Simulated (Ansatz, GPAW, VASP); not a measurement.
## One calculation of NaCu, 3 ways

```
CELL_PARAMETERS angstrom
2.94224 0.00000 0.00000
0.00000 2.94224 0.00000
0.00000 0.00000 4.04091
ATOMIC_POSITIONS crystal
Na 0.00000 0.00000 0.00000
Cu 0.50000 0.50000 0.50000
```

The cell comes from a database or a generator and needn't be the stable form of this composition.

Alike in all runs: task band structure; functional PBE; k mesh 9 × 9 × 7; occupations fermi-dirac, width 0.05 eV; no spin polarisation; no spin-orbit coupling. Pressure is positive in compression and, in plane waves, holds the error of the finite cutoff, which Ansatz's Pulay term estimates and takes out.

| program and potentials | plane-wave cutoff (eV) | notes | pressure (GPa) |
| --- | --- | --- | --- |
| Ansatz, Ansatz PAW | 420 | 14 valence electrons an atom on average; Pulay term of +0.03 GPa included | 3.00 |
| GPAW, GPAW PAW data sets (gpaw-data 1.2.1) | 800 | 9 valence electrons an atom on average; this data set often lies off other programs | 2.84 |
| VASP, PBE PAW files Cu, Na_pv, 520 eV | 520 | 9 valence electrons an atom on average | 3.13 |

The pressure spans 2.84 (GPAW, GPAW PAW data sets (gpaw-data 1.2.1)) to 3.13 GPa (VASP, PBE PAW files Cu, Na_pv, 520 eV).

Differences between rows come from potentials, basis sets and numerical settings, since the functional is the same but for its coding. Runs on potential files found faulty are left out.
